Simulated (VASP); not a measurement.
# GW on AlN, part 5 of 7

Aim: the quasiparticle gap of AlN, and what it costs to get it. The cell is of the zinc-blende type, one of the forms listed for this formula. The start is a computed cell from the Materials Project.

VASP 6.6.1, plane waves and PAW; the level of theory is named at each step.

So far, quasiparticle gap on the mesh (eV): step 4 (evGW0, evGW0 on LDA) 5.06; step 5 (evGW, evGW on LDA) 5.50. Also gap on the k-mesh (eV): step 3 (empty bands, functional LDA) 3.22.

## (6) QPGW0

This step: QPGW0 on LDA; plane waves and PAW (Al_GW, N_GW) (VASP 6.6.1).

Here the orbitals are updated too, by diagonalising a Hermitian self-energy in the bands up to NBANDSGW.

INCAR

```
SYSTEM = AlN
PREC = Accurate
ENCUT = 450
ISMEAR = 0
SIGMA = 0.01
LREAL = .FALSE.
GGA = CA
NBANDS = 116
ALGO = QPGW0
NELMGW = 4
ENCUTGW = 180
NOMEGA = 48
PRECFOCK = Fast
NBANDSGW = 20
LWAVE = .FALSE.
LCHARG = .FALSE.
```

POSCAR

```
AlN
1.0
    0.0000000000      2.1839935596      2.1839935596
    2.1839935596      0.0000000000      2.1839935596
    2.1839935596      2.1839935596      0.0000000000
Al N
1 1
Direct
    0.0000000000      0.0000000000      0.0000000000
    0.2500000000      0.2500000000      0.2500000000
```

KPOINTS

```
Automatic mesh
0
Gamma
6 6 6
0 0 0
```

PAW data sets: Al_GW and N_GW (LDA family, release 64).

Started as:

```
mpirun -np 4 vasp_std
```

The program printed:

```text
[banner, memory and clock lines left out]
running    4 mpi-ranks, on    1 nodes
 distrk:  each k-point on    4 cores,    1 groups
 distr:  one band on    1 cores,    4 groups

 POSCAR found type information on POSCAR AlN
 POSCAR found :  2 types and       2 ions
 [... a notice as in an earlier step ...]

 LDA part: xc-table for (Slater(with rela. corr.)+CA(PZ))
 , standard interpolation
 found WAVECAR, reading the header
 POSCAR, INCAR and KPOINTS ok, starting setup
 FFT: planning ... GRIDC
 FFT: planning ... GRID_SOFT
 FFT: planning ... GRID
 reading WAVECAR
 the WAVECAR file was read successfully
 initial charge from wavefunction
 available memory per node:     65.08 GB, setting MAXMEM to     66640

 The Fermi energy was updated, please check that it is located mid-gap
 values below the HOMO (VB) or above the LUMO (CB) will cause erroneous energies
 E-fermi :   6.4519

 calculate exact exchange contribution
 the WAVEDER file was read successfully
energies w=
    0.000    0.000    0.723    0.000    1.444    0.000    2.159    0.000
    2.865    0.000    3.562    0.000    4.247    0.000    4.920    0.000
    5.580    0.000    6.229    0.000    6.865    0.000    7.491    0.000
    8.109    0.000    8.719    0.000    9.323    0.000    9.924    0.000
   10.524    0.000   11.125    0.000   11.730    0.000   12.342    0.000
   12.964    0.000   13.599    0.000   14.250    0.000   14.923    0.000
   15.622    0.000   16.351    0.000   17.118    0.000   17.929    0.000
   18.793    0.000   19.722    0.000   20.725    0.000   21.819    0.000
   23.023    0.000   24.360    0.000   25.861    0.000   27.565    0.000
   29.523    0.000   31.805    0.000   34.506    0.000   37.762    0.000
   41.772    0.000   46.837    0.000   53.439    0.000   62.400    0.000
   75.242    0.000   95.136    0.000  129.969    0.000  206.296    0.000
 responsefunction array rank=     128
 LDA part: xc-table for (Slater(with rela. corr.)+CA(PZ))
 , standard interpolation

 min. memory requirement per mpi rank    327.0 MB, per node   1308.1 MB

 allocating  12 responsefunctions rank=   128
 shmem allocating  48 responsefunctions rank=   128
 response function shared by NCSHMEM nodes    1
 Doing           12  frequencies on each core in blocks of           48
NQ=   1    0.0000    0.0000    0.0000,
|.........|.........|.........|.........|.........|.........|.........|.........
 performed        267000 updates of chi_q(r,r)
 total number of BLAS operations         27.35 Gflops
NQ=   2    0.1667    0.0000    0.0000,
|.........|.........|.........|.........|.........|.........|.........|.........
 performed        850000 updates of chi_q(r,r)
 total number of BLAS operations         96.81 Gflops
NQ=   3    0.3333    0.0000    0.0000,
|.........|.........|.........|.........|.........|.........|.........|.........
 performed       1433000 updates of chi_q(r,r)
 total number of BLAS operations        160.69 Gflops
NQ=   4    0.5000    0.0000    0.0000,
|.........|.........|.........|.........|.........|.........|.........|.........
 performed       1904000 updates of chi_q(r,r)
 total number of BLAS operations        215.05 Gflops
NQ=   5    0.1667    0.1667    0.0000,
|.........|.........|.........|.........|.........|.........|.........|.........
 performed       2487000 updates of chi_q(r,r)
 total number of BLAS operations        287.97 Gflops
NQ=   6    0.3333    0.1667    0.0000,
|.........|.........|.........|.........|.........|.........|.........|.........
 performed       3469000 updates of chi_q(r,r)
 total number of BLAS operations        391.90 Gflops
NQ=   7    0.5000    0.1667    0.0000,
|.........|.........|.........|.........|.........|.........|.........|.........
 performed       4451000 updates of chi_q(r,r)
 total number of BLAS operations        495.83 Gflops
NQ=   8   -0.3333    0.1667    0.0000,
|.........|.........|.........|.........|.........|.........|.........|.........
 performed       5433000 updates of chi_q(r,r)
 total number of BLAS operations        599.76 Gflops
NQ=   9   -0.1667    0.1667    0.0000,
|.........|.........|.........|.........|.........|.........|.........|.........
 performed       6266000 updates of chi_q(r,r)
 total number of BLAS operations        681.95 Gflops
NQ=  10    0.3333    0.3333    0.0000,
|.........|.........|.........|.........|.........|.........|.........|.........
 performed       6849000 updates of chi_q(r,r)
 total number of BLAS operations        741.53 Gflops
NQ=  11    0.5000    0.3333    0.0000,
|.........|.........|.........|.........|.........|.........|.........|.........
 performed       7831000 updates of chi_q(r,r)
 total number of BLAS operations        843.67 Gflops
NQ=  12   -0.3333    0.3333    0.0000,
|.........|.........|.........|.........|.........|.........|.........|.........
 performed       8664000 updates of chi_q(r,r)
 total number of BLAS operations        933.43 Gflops
NQ=  13    0.5000    0.5000    0.0000,
|.........|.........|.........|.........|.........|.........|.........|.........
 performed       9070000 updates of chi_q(r,r)
 total number of BLAS operations        977.24 Gflops
NQ=  14    0.5000    0.3333    0.1667,
|.........|.........|.........|.........|.........|.........|.........|.........
 performed      10191000 updates of chi_q(r,r)
 total number of BLAS operations       1085.80 Gflops
NQ=  15   -0.3333    0.3333    0.1667,
|.........|.........|.........|.........|.........|.........|.........|.........
 performed      11238000 updates of chi_q(r,r)
 total number of BLAS operations       1190.90 Gflops
NQ=  16   -0.3333    0.5000    0.1667,
|.........|.........|.........|.........|.........|.........|.........|.........
 performed      12076000 updates of chi_q(r,r)
 total number of BLAS operations       1275.05 Gflops
 resolving degeneracies of screened two electron integrals

 calculate QP shifts <psi_nk| G(iteration)W_0 |psi_nk>: iteration 1

 QP shifts <psi_nk| G(iteration)W_0 |psi_nk>: iteration 1
 NQ=           1  operations          48
 NQ=           2  operations           6
 NQ=           3  operations           6
 NQ=           4  operations          12
 NQ=           5  operations           8
 NQ=           6  operations           2
 NQ=           7  operations           2
 NQ=           8  operations           2
 NQ=           9  operations           4
 NQ=          10  operations           8
 NQ=          11  operations           2
 NQ=          12  operations           4
 NQ=          13  operations          16
 NQ=          14  operations           2
 NQ=          15  operations           2
 NQ=          16  operations           4
 allocating  12 responsefunctions rank=   128
[...]
NQ=   4    0.5000    0.0000    0.0000,
|.........|.........|.........|.........|.........|.........|.........|.........
 performed       1904000 updates of chi_q(r,r)
 total number of BLAS operations        215.05 Gflops
NQ=   5    0.1667    0.1667    0.0000,
|.........|.........|.........|.........|.........|.........|.........|.........
 performed       2487000 updates of chi_q(r,r)
 total number of BLAS operations        287.97 Gflops
NQ=   6    0.3333    0.1667    0.0000,
|.........|.........|.........|.........|.........|.........|.........|.........
 performed       3469000 updates of chi_q(r,r)
 total number of BLAS operations        391.90 Gflops
NQ=   7    0.5000    0.1667    0.0000,
|.........|.........|.........|.........|.........|.........|.........|.........
 performed       4451000 updates of chi_q(r,r)
 total number of BLAS operations        495.83 Gflops
NQ=   8   -0.3333    0.1667    0.0000,
|.........|.........|.........|.........|.........|.........|.........|.........
 performed       5433000 updates of chi_q(r,r)
 total number of BLAS operations        599.76 Gflops
NQ=   9   -0.1667    0.1667    0.0000,
|.........|.........|.........|.........|.........|.........|.........|.........
 performed       6266000 updates of chi_q(r,r)
 total number of BLAS operations        681.95 Gflops
NQ=  10    0.3333    0.3333    0.0000,
|.........|.........|.........|.........|.........|.........|.........|.........
 performed       6849000 updates of chi_q(r,r)
 total number of BLAS operations        741.53 Gflops
NQ=  11    0.5000    0.3333    0.0000,
|.........|.........|.........|.........|.........|.........|.........|.........
 performed       7831000 updates of chi_q(r,r)
 total number of BLAS operations        843.67 Gflops
NQ=  12   -0.3333    0.3333    0.0000,
|.........|.........|.........|.........|.........|.........|.........|.........
 performed       8664000 updates of chi_q(r,r)
 total number of BLAS operations        933.43 Gflops
NQ=  13    0.5000    0.5000    0.0000,
|.........|.........|.........|.........|.........|.........|.........|.........
 performed       9070000 updates of chi_q(r,r)
 total number of BLAS operations        977.24 Gflops
NQ=  14    0.5000    0.3333    0.1667,
|.........|.........|.........|.........|.........|.........|.........|.........
 performed      10191000 updates of chi_q(r,r)
 total number of BLAS operations       1085.80 Gflops
NQ=  15   -0.3333    0.3333    0.1667,
|.........|.........|.........|.........|.........|.........|.........|.........
 performed      11238000 updates of chi_q(r,r)
 total number of BLAS operations       1190.90 Gflops
NQ=  16   -0.3333    0.5000    0.1667,
|.........|.........|.........|.........|.........|.........|.........|.........
 performed      12076000 updates of chi_q(r,r)
 total number of BLAS operations       1275.05 Gflops
 resolving degeneracies of screened two electron integrals

 QP shifts <psi_nk| G(iteration)W_0 |psi_nk>: iteration 3
 NQ=           1  operations          48
 NQ=           2  operations           6
 NQ=           3  operations           6
 NQ=           4  operations          12
 NQ=           5  operations           8
 NQ=           6  operations           2
 NQ=           7  operations           2
 NQ=           8  operations           2
 NQ=           9  operations           4
 NQ=          10  operations           8
 NQ=          11  operations           2
 NQ=          12  operations           4
 NQ=          13  operations          16
 NQ=          14  operations           2
 NQ=          15  operations           2
 NQ=          16  operations           4
 allocating  12 responsefunctions rank=   128
 shmem allocating  48 responsefunctions rank=   128
 response function shared by NCSHMEM nodes    1
 Doing           12  frequencies on each core in blocks of           48
NQ=   1    0.0000    0.0000    0.0000,
|.........|.........|.........|.........|.........|.........|.........|.........
 performed        267000 updates of chi_q(r,r)
 total number of BLAS operations         27.35 Gflops
NQ=   2    0.1667    0.0000    0.0000,
|.........|.........|.........|.........|.........|.........|.........|.........
 performed        850000 updates of chi_q(r,r)
 total number of BLAS operations         96.81 Gflops
NQ=   3    0.3333    0.0000    0.0000,
|.........|.........|.........|.........|.........|.........|.........|.........
 performed       1433000 updates of chi_q(r,r)
 total number of BLAS operations        160.69 Gflops
NQ=   4    0.5000    0.0000    0.0000,
|.........|.........|.........|.........|.........|.........|.........|.........
 performed       1904000 updates of chi_q(r,r)
 total number of BLAS operations        215.05 Gflops
NQ=   5    0.1667    0.1667    0.0000,
|.........|.........|.........|.........|.........|.........|.........|.........
 performed       2487000 updates of chi_q(r,r)
 total number of BLAS operations        287.97 Gflops
NQ=   6    0.3333    0.1667    0.0000,
|.........|.........|.........|.........|.........|.........|.........|.........
 performed       3469000 updates of chi_q(r,r)
 total number of BLAS operations        391.90 Gflops
NQ=   7    0.5000    0.1667    0.0000,
|.........|.........|.........|.........|.........|.........|.........|.........
 performed       4451000 updates of chi_q(r,r)
 total number of BLAS operations        495.83 Gflops
NQ=   8   -0.3333    0.1667    0.0000,
|.........|.........|.........|.........|.........|.........|.........|.........
 performed       5433000 updates of chi_q(r,r)
 total number of BLAS operations        599.76 Gflops
NQ=   9   -0.1667    0.1667    0.0000,
|.........|.........|.........|.........|.........|.........|.........|.........
 performed       6266000 updates of chi_q(r,r)
 total number of BLAS operations        681.95 Gflops
NQ=  10    0.3333    0.3333    0.0000,
|.........|.........|.........|.........|.........|.........|.........|.........
 performed       6849000 updates of chi_q(r,r)
 total number of BLAS operations        741.53 Gflops
NQ=  11    0.5000    0.3333    0.0000,
|.........|.........|.........|.........|.........|.........|.........|.........
 performed       7831000 updates of chi_q(r,r)
 total number of BLAS operations        843.67 Gflops
NQ=  12   -0.3333    0.3333    0.0000,
|.........|.........|.........|.........|.........|.........|.........|.........
 performed       8664000 updates of chi_q(r,r)
 total number of BLAS operations        933.43 Gflops
NQ=  13    0.5000    0.5000    0.0000,
|.........|.........|.........|.........|.........|.........|.........|.........
 performed       9070000 updates of chi_q(r,r)
 total number of BLAS operations        977.24 Gflops
NQ=  14    0.5000    0.3333    0.1667,
|.........|.........|.........|.........|.........|.........|.........|.........
 performed      10191000 updates of chi_q(r,r)
 total number of BLAS operations       1085.80 Gflops
NQ=  15   -0.3333    0.3333    0.1667,
|.........|.........|.........|.........|.........|.........|.........|.........
 performed      11238000 updates of chi_q(r,r)
 total number of BLAS operations       1190.90 Gflops
NQ=  16   -0.3333    0.5000    0.1667,
|.........|.........|.........|.........|.........|.........|.........|.........
 performed      12076000 updates of chi_q(r,r)
 total number of BLAS operations       1275.05 Gflops
 resolving degeneracies of screened two electron integrals

 QP shifts <psi_nk| G(iteration)W_0 |psi_nk>: iteration 4
 NQ=           1  operations          48
 NQ=           2  operations           6
 NQ=           3  operations           6
 NQ=           4  operations          12
 NQ=           5  operations           8
 NQ=           6  operations           2
 NQ=           7  operations           2
 NQ=           8  operations           2
 NQ=           9  operations           4
 NQ=          10  operations           8
 NQ=          11  operations           2
 NQ=          12  operations           4
 NQ=          13  operations          16
 NQ=          14  operations           2
 NQ=          15  operations           2
 NQ=          16  operations           4
 entering main loop
```

It took 15 min on 4 MPI ranks of AMD EPYC 9R45, shared host; peak memory 1.5 GiB.

OUTCAR, selected parts (step 6):

```text
   NELECT =       8.0000    total number of electrons

 E-fermi :   6.4519

 QP shifts <psi_nk| G(iteration)W_0 |psi_nk>: iteration 1
 k-point   1 :       0.0000    0.0000    0.0000
  band No. DFT-energies  QP-energies  QP-e(diag)   sigma(DFT)    Z            occupation
      1      -9.9903     -11.5335     -11.5324     -12.1201       0.7241       2.0000
      2       4.8415       4.0193       4.0266       3.7887       0.7740       2.0000
      3       4.8415       4.0193       4.0266       3.7887       0.7740       2.0000
      4       4.8415       4.0193       4.0266       3.7887       0.7740       2.0000
      5       9.0679       9.8409       9.8663      10.0603       0.8045       0.0000
      6      17.1624      18.4498      18.4545      18.7792       0.7991       0.0000
      7      17.1624      18.4498      18.4545      18.7792       0.7991       0.0000
      8      17.1624      18.4498      18.4545      18.7792       0.7991       0.0000
    ...

     19      49.2637      49.2637      49.2637      49.2637       1.0000       0.0000
     20      49.2637      49.2637      49.2637      49.2637       1.0000       0.0000

 k-point   2 :       0.1667    0.0000    0.0000
  band No. DFT-energies  QP-energies  QP-e(diag)   sigma(DFT)    Z            occupation
      1      -9.5841     -11.1010     -11.0994     -11.6938       0.7183       2.0000
      2       2.9902       2.0271       2.0374       1.7423       0.7636       2.0000
      3       4.7072       3.8619       3.8764       3.6334       0.7737       2.0000
      4       4.7072       3.8619       3.8764       3.6334       0.7737       2.0000
      5      10.4526      11.3650      11.3720      11.6070       0.7965       0.0000
      6      16.2745      17.5303      17.5394      17.8672       0.7942       0.0000
      7      17.3340      18.6023      18.6078      18.9363       0.7950       0.0000
      8      17.3340      18.6023      18.6078      18.9363       0.7950       0.0000
    ...

     20      46.2584      46.2584      46.2584      46.2584       1.0000       0.0000

 QP shifts <psi_nk| G(iteration)W_0 |psi_nk>: iteration 2
 k-point   1 :       0.0000    0.0000    0.0000
  band No. DFT-energies  QP-energies  QP-e(diag)   sigma(DFT)    Z            occupation
      1     -11.5335     -11.9441     -11.9424     -12.1071       0.7129       2.0000
      2       4.0193       3.7862       3.7998       3.7369       0.7774       2.0000
      3       4.0193       3.7862       3.7998       3.7369       0.7774       2.0000
      4       4.0193       3.7862       3.7998       3.7369       0.7774       2.0000
      5       9.8409       9.9391       9.9693       9.9991       0.8117       0.0000
      6      18.4498      18.6704      18.6718      18.7268       0.8013       0.0000
      7      18.4498      18.6704      18.6718      18.7268       0.8013       0.0000
      8      18.4498      18.6704      18.6718      18.7268       0.8013       0.0000
    ...

 QP shifts <psi_nk| G(iteration)W_0 |psi_nk>: iteration 3
 k-point   1 :       0.0000    0.0000    0.0000
  band No. DFT-energies  QP-energies  QP-e(diag)   sigma(DFT)    Z            occupation
      1     -11.9441     -12.0880     -12.0859     -12.1438       0.7101       2.0000
      2       3.7862       3.6741       3.6916       3.6646       0.7777       2.0000
      3       3.7862       3.6741       3.6916       3.6646       0.7777       2.0000
      4       3.7862       3.6741       3.6916       3.6646       0.7777       2.0000
      5       9.9391       9.9344       9.9594       9.9641       0.8125       0.0000
      6      18.6704      18.7176      18.7183      18.7301       0.8025       0.0000
      7      18.6704      18.7176      18.7183      18.7301       0.8025       0.0000
      8      18.6704      18.7176      18.7183      18.7301       0.8025       0.0000
    ...

 QP shifts <psi_nk| G(iteration)W_0 |psi_nk>: iteration 4
 k-point   1 :       0.0000    0.0000    0.0000
  band No. DFT-energies  QP-energies  QP-e(diag)   sigma(DFT)    Z            occupation
      1     -12.0880     -12.1355     -12.1323     -12.1504       0.7094       2.0000
      2       3.6741       3.6319       3.6497       3.6427       0.7779       2.0000
      3       3.6741       3.6319       3.6497       3.6427       0.7779       2.0000
      4       3.6741       3.6319       3.6497       3.6427       0.7779       2.0000
      5       9.9344       9.9261       9.9544       9.9591       0.8126       0.0000
      6      18.7176      18.7322      18.7327      18.7364       0.8027       0.0000
      7      18.7176      18.7322      18.7327      18.7364       0.8027       0.0000
      8      18.7176      18.7322      18.7327      18.7364       0.8027       0.0000
    ...

[... 16 parts as in an earlier step ...]

[... 29 further parts left out ...]
```

This step gave:

```yaml
quasiparticle_gap_on_the_mesh: 5.310 eV
smallest_direct_quasiparticle_gap_on_the_mesh: 6.294 eV
```

QP gap by iteration, by row:

```
iteration  gap (eV)  direct gap (eV)
        1     4.765            5.822
        2     5.109            6.153
        3     5.254             6.26
        4      5.31            6.294
```

GW takes the gap from 3.221 to 5.310 eV. That is +251 meV against evGW0 on LDA. The last pass still moved it by +56 meV. The value holds for 116 bands, ENCUTGW = 180 eV and this mesh, and isn't shown to be converged in them.

(Part 5 of 7 ends here.)

[Lines on the potential files, build, host, timing and source positions are cut from VASP's logs without a mark.]

[Logs are printed without paths, hosts, clocks, repeated set-up lines and the standing remarks that a program may print on its own settings, such as how far it seeks lower states.]

[Hosts, paths, dates, database ids (printed as entryN), source tags and the programs' standing remarks are cut or masked in the printed files.]

[Pressures printed for these runs are not shown converged in the cutoff: they can be off by several GPa and have the wrong sign.]
